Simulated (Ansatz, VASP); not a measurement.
## Cross-check of AlN between VASP and Ansatz

One calculation is typed for both programs; each brings its own data sets. How far apart do they land? The cell is taken from a series of runs on this material, whose earlier steps may have relaxed, scaled, displaced or heated it; both programs get it as it stands.

Method: plane waves, with VASP 6.6.1 beside it; zone-centre phonons at LDA, in Ansatz 0.2.0.

### 1. Starting point

The structure is hexagonal, space group P6_3mc (No. 186). The conventional cell has a = 3.089 Å, b = 3.089 Å, c = 4.943 Å, α = 90.00°, β = 90.00°, γ = 120.00°. N has 4 Al at 1.87 to 1.89 Å nearest. Al has 4 N at 1.87 to 1.89 Å nearest. Farther neighbours and most contacts between anions are not listed.

Structure file:

```cif
data_structure
_symmetry_space_group_name_H-M 'P 1'
_symmetry_Int_Tables_number 1
_cell_length_a 3.0886
_cell_length_b 3.0886
_cell_length_c 4.9432
_cell_angle_alpha 90.000
_cell_angle_beta 90.000
_cell_angle_gamma 120.000
_cell_volume 40.84
loop_
_atom_site_label
_atom_site_type_symbol
_atom_site_fract_x
_atom_site_fract_y
_atom_site_fract_z
_atom_site_occupancy
N1 N 0.33333 0.66667 0.38140 1
N2 N 0.66667 0.33333 0.88140 1
Al3 Al 0.33333 0.66667 0.99860 1
Al4 Al 0.66667 0.33333 0.49860 1
```

### 2. VASP: zone-centre phonons, LDA

Second derivatives magnify differences that forces hide, and they need a tight electronic threshold.

Lines of VASP's logs that name or quote its potential files are left out, and so is its time.

File INCAR:

```
SYSTEM = AlN
PREC = Accurate
ENCUT = 600
EDIFF = 1E-08
NELM = 120
ISMEAR = -1
SIGMA = 0.03
LREAL = .FALSE.
ALGO = Normal
GGA = CA
NELECT = 15.959162
NBANDS = 13
LORBIT = 11
LWAVE = .FALSE.
LCHARG = .FALSE.
ISIF = 2
IBRION = 8
LASPH = .TRUE.
GGA_COMPAT = .FALSE.
KPAR = 2
```

File POSCAR:

```
AlN
1.0
    3.0886224684      0.0000000000      0.0000000000
   -1.5443112342      2.6748255203      0.0000000000
    0.0000000000      0.0000000000      4.9431753055
N Al
2 2
Direct
    0.3333333333      0.6666666667      0.3813987829
    0.6666666667      0.3333333333      0.8813987829
    0.3333333333      0.6666666667      0.9986012171
    0.6666666667      0.3333333333      0.4986012171
```

File KPOINTS:

```
Automatic mesh
0
Gamma
21 21 12
0 0 0
```

Potentials, in the order of the species: N and Al (LDA family, release 64).

Launch:

```
mpirun -np 2 vasp_std
```

Numbers of over 12 decimals in the logs are rounded to 6 here.

Output:

```text
[banner, memory and clock lines left out]
running    2 mpi-ranks, on    1 nodes
 distrk:  each k-point on    1 cores,    2 groups
 distr:  one band on    1 cores,    1 groups

 POSCAR found type information on POSCAR N Al
 POSCAR found :  2 types and       4 ions
 LDA part: xc-table for (Slater(with rela. corr.)+CA(PZ))
 , standard interpolation
 POSCAR, INCAR and KPOINTS ok, starting setup
 FFT: planning ... GRIDC
 FFT: planning ... GRID_SOFT
 FFT: planning ... GRID
 WAVECAR not read
 entering main loop
       N       E                     dE             d eps       ncg     rms          rms(c)
DAV:   1     0.512427093767E+02    0.51243E+02   -0.76711E+03  8752   0.115E+03
DAV:   2    -0.341280714931E+02   -0.85371E+02   -0.78331E+02 12372   0.215E+02
DAV:   3    -0.380818875282E+02   -0.39538E+01   -0.39236E+01 11601   0.487E+01
DAV:   4    -0.381084721262E+02   -0.26585E-01   -0.26581E-01  9731   0.483E+00
DAV:   5    -0.381087685822E+02   -0.29646E-03   -0.29642E-03 11721   0.501E-01BRMIX: very serious problems
 the old and the new charge density differ
 old charge density:    16.00000 new   15.95916
BRMIX: very serious problems
 the old and the new charge density differ
 old charge density:    16.00000 new   15.95916
    0.122E+01
DAV:   6    -0.331986747824E+02    0.49101E+01   -0.15946E+01 10721   0.292E+01    0.439E+00
DAV:   7    -0.331449439897E+02    0.53731E-01   -0.64269E-01 10441   0.552E+00    0.276E+00
DAV:   8    -0.330920858386E+02    0.52858E-01   -0.84466E-02 10606   0.273E+00    0.382E-01
DAV:   9    -0.330873966893E+02    0.46891E-02   -0.13475E-02 11371   0.824E-01    0.207E-01
DAV:  10    -0.330875470422E+02   -0.15035E-03   -0.68293E-04 10136   0.202E-01    0.103E-01
DAV:  11    -0.330875072925E+02    0.39750E-04   -0.76127E-05 11326   0.753E-02    0.200E-02
DAV:  12    -0.330875068909E+02    0.40162E-06   -0.14835E-06 10741   0.980E-03    0.479E-03
DAV:  13    -0.330875067338E+02    0.15711E-06   -0.90433E-07 11376   0.730E-03    0.101E-03
DAV:  14    -0.330875067347E+02   -0.89983E-09   -0.12533E-08  8757   0.104E-03
   1 F= -.33087507E+02 E0= -.33086864E+02  d E =-.128539E-02
 Linear response reoptimize wavefunctions to high precision
DAV:   1    -0.330875067326E+02    0.20773E-08   -0.86453E-09 11356   0.745E-04
DAV:   2    -0.330875067326E+02    0.26148E-11   -0.99876E-11  6203   0.993E-05
 Linear response DOF=           4
 Linear response progress:
  Degree of freedom:   1/  4
       N       E                     dE             d eps       ncg     rms          rms(c)
RMM:   1    -0.234151804586E+00   -0.23415E+00    0.19658E-01135434   0.353E+00
RMM:   2    -0.233433915306E+00    0.71789E-03   -0.44340E-03109885   0.477E-01    0.186E-01
RMM:   3    -0.234197348416E+00   -0.76343E-03   -0.10351E-03103158   0.221E-01    0.918E-02
RMM:   4    -0.236001354616E+00   -0.18040E-02   -0.10281E-03108879   0.203E-01    0.210E-02
RMM:   5    -0.235951066818E+00    0.50288E-04   -0.29707E-05125034   0.382E-02    0.248E-03
RMM:   6    -0.235991492442E+00   -0.40426E-04   -0.67853E-07127567   0.510E-03    0.100E-03
RMM:   7    -0.235992848755E+00   -0.13563E-05   -0.49619E-08129301   0.100E-03    0.101E-04
RMM:   8    -0.235992733323E+00    0.11543E-06    0.14747E-07131717   0.164E-04    0.380E-05
RMM:   9    -0.235992658010E+00    0.75313E-07    0.64138E-08132339   0.829E-05    0.533E-06
RMM:  10    -0.235992745756E+00   -0.87746E-07    0.49673E-08132292   0.603E-05    0.166E-06
RMM:  11    -0.235992718921E+00    0.26835E-07    0.27200E-08124062   0.530E-05    0.370E-07
RMM:  12    -0.235992722473E+00   -0.35516E-08    0.45660E-09100093   0.502E-05    0.129E-07
 first order change of Fermi-energy  -0.10220E-04
 force on displaced ion       1 direction 1 : -16.556   0.000  -0.000
 Linear response progress:
  Degree of freedom:   2/  4
       N       E                     dE             d eps       ncg     rms          rms(c)
RMM:   1    -0.250732819535E+00   -0.25073E+00    0.20420E-01 26321   0.351E+00
RMM:   2    -0.248620137319E+00    0.21127E-02   -0.42523E-03 22233   0.483E-01    0.190E-01
RMM:   3    -0.248756314644E+00   -0.13618E-03   -0.23787E-03 22394   0.274E-01    0.856E-02
RMM:   4    -0.249993591526E+00   -0.12373E-02   -0.10670E-03 23715   0.175E-01    0.222E-02
RMM:   5    -0.250139555091E+00   -0.14596E-03   -0.28996E-05 23959   0.323E-02    0.665E-03
RMM:   6    -0.250215327846E+00   -0.75773E-04   -0.17829E-06 25470   0.698E-03    0.214E-03
RMM:   7    -0.250208355963E+00    0.69719E-05    0.33536E-09 25181   0.243E-03    0.391E-04
RMM:   8    -0.250209110134E+00   -0.75417E-06   -0.31589E-07 25717   0.290E-04    0.221E-04
RMM:   9    -0.250209138797E+00   -0.28663E-07   -0.51158E-08 25749   0.160E-04    0.158E-05
RMM:  10    -0.250209174947E+00   -0.36150E-07   -0.37256E-08 26046   0.645E-05    0.933E-06
RMM:  11    -0.250209193486E+00   -0.18539E-07    0.92451E-09 26076   0.542E-05    0.190E-06
RMM:  12    -0.250209196040E+00   -0.25543E-08    0.77368E-09 23013   0.498E-05    0.806E-07
 first order change of Fermi-energy   0.98293E+00
 force on displaced ion       1 direction 3 :   0.000  -0.000 -19.900
 Linear response progress:
  Degree of freedom:   3/  4
       N       E                     dE             d eps       ncg     rms          rms(c)
RMM:   1    -0.651593935569E-02   -0.65159E-02    0.22912E-03162119   0.842E-01
RMM:   2    -0.593867975834E-02    0.57726E-03   -0.36540E-04113755   0.151E-01    0.972E-02
RMM:   3    -0.581493505482E-02    0.12374E-03   -0.76709E-05119429   0.672E-02    0.519E-02
RMM:   4    -0.583571561845E-02   -0.20781E-04   -0.67828E-05115130   0.632E-02    0.793E-03
RMM:   5    -0.583360505478E-02    0.21106E-05   -0.16500E-06123690   0.979E-03    0.101E-03
RMM:   6    -0.583348918270E-02    0.11587E-06    0.12954E-07127105   0.112E-03    0.423E-04
RMM:   7    -0.583223348731E-02    0.12557E-05    0.17861E-07128016   0.566E-04    0.365E-05
RMM:   8    -0.583230766467E-02   -0.74177E-07    0.30644E-09131215   0.853E-05    0.200E-05
RMM:   9    -0.583227985673E-02    0.27808E-07    0.30558E-08131408   0.305E-05    0.209E-06
RMM:  10    -0.583227852758E-02    0.13291E-08    0.14139E-09127688   0.125E-05    0.828E-07
 first order change of Fermi-energy  -0.16389E-05
 force on displaced ion       3 direction 1 : -16.513   0.000  -0.000
 Linear response progress:
  Degree of freedom:   4/  4
       N       E                     dE             d eps       ncg     rms          rms(c)
RMM:   1    -0.212396012782E-01   -0.21240E-01   -0.14361E-02 39015   0.140E+00
RMM:   2    -0.118950022313E-01    0.93446E-02   -0.35617E-03 22031   0.408E-01    0.123E-01
RMM:   3    -0.113958849837E-01    0.49912E-03   -0.63625E-04 23230   0.169E-01    0.543E-02
RMM:   4    -0.113269119341E-01    0.68973E-04   -0.12344E-04 24484   0.456E-02    0.275E-02
RMM:   5    -0.113042064716E-01    0.22705E-04   -0.70580E-05 24841   0.360E-02    0.585E-03
RMM:   6    -0.112953344244E-01    0.88720E-05   -0.70179E-06 24828   0.104E-02    0.171E-03
RMM:   7    -0.112940124729E-01    0.13220E-05   -0.40959E-06 24946   0.329E-03    0.824E-04
RMM:   8    -0.112941684059E-01   -0.15593E-06   -0.36495E-07 25095   0.166E-03    0.157E-04
RMM:   9    -0.112942457063E-01   -0.77300E-07   -0.65473E-07 25697   0.289E-04    0.259E-05
RMM:  10    -0.112942434866E-01    0.22197E-08    0.21019E-08 25927   0.519E-05    0.117E-05
 first order change of Fermi-energy  -0.98311E+00
 force on displaced ion       3 direction 3 :   0.000  -0.000 -21.199
 Linear response finished
```

From OUTCAR (step 2):

```text
NELECT = 15.959162

 ion  position               nearest neighbor table
   1  0.333  0.667  0.381-   4 1.87   4 1.87   4 1.87   3 1.89
   2  0.667  0.333  0.881-   3 1.87   3 1.87   3 1.87   4 1.89
   3  0.333  0.667  0.999-   2 1.87   2 1.87   2 1.87   1 1.89   4 3.05   4 3.05   4 3.05   4 3.05
                             4 3.05   4 3.05
   4  0.667  0.333  0.499-   1 1.87   1 1.87   1 1.87   2 1.89   3 3.05   3 3.05   3 3.05   3 3.05
                             3 3.05   3 3.05

  LATTYP: Found a hexagonal cell.
 ALAT       =     3.0886224684
 C/A-ratio  =     1.6004465926

 Subroutine GETGRP returns: Found 12 space group operations
 (whereof  6 operations were pure point group operations)

The static configuration has the point symmetry C_3v.
 The point group associated with its full space group is C_6v.

 Found    336 irreducible k-points:

   k-points           NKPTS =    336   k-points in BZ     NKDIM =    336   number of bands    NBANDS=     13

   dimension x,y,z NGX =    28 NGY =   28 NGZ =   40
   dimension x,y,z NGXF=    56 NGYF=   56 NGZF=   80

   ENCUT  =  600.0 eV  44.10 Ry    6.64 a.u.   6.17  6.17  9.87*2*pi/ulx,y,z

 k-points in reciprocal lattice and weights: Automatic mesh
   0.00000000  0.00000000  0.00000000       0.000
   0.04761905  0.00000000  0.00000000       0.001
   0.09523810  0.00000000  0.00000000       0.001
   0.14285714  0.00000000  0.00000000       0.001
   0.19047619  0.00000000  0.00000000       0.001
   0.23809524  0.00000000  0.00000000       0.001
   0.28571429  0.00000000  0.00000000       0.001
   0.33333333  0.00000000  0.00000000       0.001
   0.38095238  0.00000000  0.00000000       0.001
[...]
0.33333333  0.09523810  0.08333333       0.005
[...]
average (electrostatic) potential at core
       1 -59.7050       2 -59.7050       3 -69.6376       4 -69.6376

  Total       -0.1457172     -0.1457172     -0.4746942      0.0000000      0.0000000      0.0000000
  in kB       -5.7168262     -5.7168262    -18.6233663      0.0000000      0.0000000      0.0000000
  external PRESSURE =     -10.0190062 kB  Pullay stress =       0.0000000 kB

  energy-cutoff  :      600.00
  volume of cell :       40.84
      direct lattice vectors                 reciprocal lattice vectors
     3.088622468  0.000000000  0.000000000     0.323768933  0.186928080  0.000000000
    -1.544311234  2.674825520  0.000000000     0.000000000  0.373856161  0.000000000
     0.000000000  0.000000000  4.943175305     0.000000000  0.000000000  0.202299117

 POSITION                                       TOTAL-FORCE (eV/Angst)
 -----------------------------------------------------------------------------------
     -0.00000      1.78322      1.88532        -0.000000     -0.000000     -0.000219
      1.54431      0.89161      4.35691         0.000000     -0.000000     -0.000219
     -0.00000      1.78322      4.93626        -0.000000      0.000000      0.000219
      1.54431      0.89161      2.46467        -0.000000      0.000000      0.000219
 -----------------------------------------------------------------------------------
    total drift:                                0.000000      0.000000     -0.000697

 Eigenvectors and eigenvalues of the dynamical matrix
 ----------------------------------------------------

   1 f  =   21.843685 THz   137.247920 2PiTHz  728.626899 cm-1    90.338181 meV
             X         Y         Z           dx          dy          dz
     -0.000000  1.783217  1.885321    -0.000000   -0.000000    0.707054
      1.544311  0.891609  4.356909    -0.000000   -0.000000   -0.707054
     -0.000000  1.783217  4.936261     0.000000    0.000000   -0.008650
      1.544311  0.891609  2.464673     0.000000    0.000000    0.008650

   2 f  =   20.432291 THz   128.379870 2PiTHz  681.547862 cm-1    84.501127 meV
             X         Y         Z           dx          dy          dz
     -0.000000  1.783217  1.885321    -0.573754   -0.000005   -0.000000
      1.544311  0.891609  4.356909    -0.573754   -0.000005    0.000000
     -0.000000  1.783217  4.936261     0.413288    0.000004   -0.000000
      1.544311  0.891609  2.464673     0.413288    0.000004   -0.000000

   3 f  =   20.432291 THz   128.379870 2PiTHz  681.547862 cm-1    84.501127 meV
             X         Y         Z           dx          dy          dz
     -0.000000  1.783217  1.885321     0.000005   -0.573754   -0.000000
      1.544311  0.891609  4.356909     0.000005   -0.573754    0.000000
     -0.000000  1.783217  4.936261    -0.000004    0.413288   -0.000000
      1.544311  0.891609  2.464673    -0.000004    0.413288   -0.000000

   4 f  =   20.248257 THz   127.223550 2PiTHz  675.409147 cm-1    83.740024 meV
             X         Y         Z           dx          dy          dz
     -0.000000  1.783217  1.885321    -0.593058    0.000000   -0.000000
      1.544311  0.891609  4.356909     0.593058   -0.000000    0.000000
     -0.000000  1.783217  4.936261    -0.385074    0.000000    0.000000
      1.544311  0.891609  2.464673     0.385074   -0.000000   -0.000000

   5 f  =   20.248257 THz   127.223550 2PiTHz  675.409147 cm-1    83.740024 meV
             X         Y         Z           dx          dy          dz
     -0.000000  1.783217  1.885321     0.000000    0.593058    0.000000
      1.544311  0.891609  4.356909    -0.000000   -0.593058   -0.000000
     -0.000000  1.783217  4.936261     0.000000    0.385074   -0.000000
      1.544311  0.891609  2.464673    -0.000000   -0.385074    0.000000

   6 f  =   18.183424 THz   114.249820 2PiTHz  606.533725 cm-1    75.200564 meV
             X         Y         Z           dx          dy          dz
     -0.000000  1.783217  1.885321    -0.000000   -0.000000   -0.573697
      1.544311  0.891609  4.356909     0.000000   -0.000000   -0.573697
     -0.000000  1.783217  4.936261     0.000000    0.000000    0.413366
      1.544311  0.891609  2.464673     0.000000    0.000000    0.413366

   7 f  =   16.462918 THz   103.439563 2PiTHz  549.143829 cm-1    68.085127 meV
             X         Y         Z           dx          dy          dz
     -0.000000  1.783217  1.885321    -0.000000    0.000000    0.008650
      1.544311  0.891609  4.356909     0.000000   -0.000000   -0.008650
     -0.000000  1.783217  4.936261     0.000000   -0.000000    0.707054
      1.544311  0.891609  2.464673    -0.000000    0.000000   -0.707054

   8 f  =    7.048393 THz    44.286360 2PiTHz  235.109086 cm-1    29.149798 meV
             X         Y         Z           dx          dy          dz
     -0.000000  1.783217  1.885321     0.385074    0.000003   -0.000000
      1.544311  0.891609  4.356909    -0.385074   -0.000003    0.000000
     -0.000000  1.783217  4.936261    -0.593058   -0.000005    0.000000
      1.544311  0.891609  2.464673     0.593058    0.000005   -0.000000

   9 f  =    7.048393 THz    44.286360 2PiTHz  235.109086 cm-1    29.149798 meV
             X         Y         Z           dx          dy          dz
     -0.000000  1.783217  1.885321    -0.000003    0.385074    0.000000
      1.544311  0.891609  4.356909     0.000003   -0.385074    0.000000
     -0.000000  1.783217  4.936261     0.000005   -0.593058    0.000000
      1.544311  0.891609  2.464673    -0.000005    0.593058    0.000000

  10 f/i=    0.000524 THz     0.003295 2PiTHz    0.017495 cm-1     0.002169 meV
             X         Y         Z           dx          dy          dz
     -0.000000  1.783217  1.885321     0.412546    0.024750    0.000000
      1.544311  0.891609  4.356909     0.412546    0.024750    0.000000
     -0.000000  1.783217  4.936261     0.572724    0.034360    0.000000
      1.544311  0.891609  2.464673     0.572724    0.034360    0.000000

  11 f/i=    0.000524 THz     0.003295 2PiTHz    0.017495 cm-1     0.002169 meV
             X         Y         Z           dx          dy          dz
     -0.000000  1.783217  1.885321    -0.024750    0.412546    0.000000
      1.544311  0.891609  4.356909    -0.024750    0.412546    0.000000
     -0.000000  1.783217  4.936261    -0.034360    0.572724    0.000000
      1.544311  0.891609  2.464673    -0.034360    0.572724    0.000000

  12 f/i=    0.002030 THz     0.012753 2PiTHz    0.067704 cm-1     0.008394 meV
             X         Y         Z           dx          dy          dz
     -0.000000  1.783217  1.885321     0.000000   -0.000000    0.413366
      1.544311  0.891609  4.356909     0.000000   -0.000000    0.413366
     -0.000000  1.783217  4.936261     0.000000   -0.000000    0.573697
      1.544311  0.891609  2.464673     0.000000   -0.000000    0.573697

 ELASTIC MODULI CONTR FROM IONIC RELAXATION (kBar)
 Direction    XX          YY          ZZ          XY          YZ          ZX
 --------------------------------------------------------------------------------
 XX        -844.0486    354.3415    527.6184     -0.0000      0.0000      0.0000
 YY         354.3415   -844.0486    527.6184      0.0000      0.0000     -0.0000
 ZZ         527.6184    527.6184  -1136.9294     -0.0000     -0.0000      0.0000
 XY          -0.0000      0.0000     -0.0000   -599.1950     -0.0000      0.0000
 YZ          -0.0000      0.0000     -0.0000     -0.0000   -187.9436     -0.0000
 ZX           0.0000     -0.0000      0.0000      0.0000     -0.0000   -198.0100
 --------------------------------------------------------------------------------
```

[end of part 1 of 2]

[Lines on the potential files, build, host, timing and source positions are cut from VASP's logs without a mark.]

[Logs are printed without paths, hosts, clocks, repeated set-up lines and the standing remarks that a program may print on its own settings, such as how far it seeks lower states.]

[Hosts, paths, dates, database ids (printed as entryN), source tags and the programs' standing remarks are cut or masked in the printed files.]
